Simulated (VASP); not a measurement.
Here is the system:

```yaml
crystal:
  lattice:
    - [0.00000, 3.51081, 3.51081]
    - [3.51081, 0.00000, 3.51081]
    - [3.51081, 3.51081, 0.00000]
  atoms:
    - { symbol: Rb, position: [0.00000, 0.00000, 0.00000] }
    - { symbol: Br, position: [0.50000, 0.50000, 0.50000] }
```

These are PBE GGA, VASP's PBE PAW potentials (set 64) (plane waves; VASP 6.6.1) values and carry that method's errors. Numerical set-up: 500 eV cut-off, 7×7×7 Γ-centred mesh, Gaussian smearing of 0.050 eV, potentials Rb_sv Br.

**Question.** What does the run give for the energy per atom (σ→0), band gap (on the k-mesh) with the smallest direct gap where there is one?

**Answer.** 
The band gap (on the k-mesh) is 4.18 eV and the smallest direct gap (on the k-mesh) is 4.18 eV. The energy per atom (σ→0) is -3.058 eV/atom.

The absolute energy has meaning only against runs of the same code, potentials and settings.

The compound is RbBr in the rock salt structure. It was relaxed first, which changed the volume by +6 %.
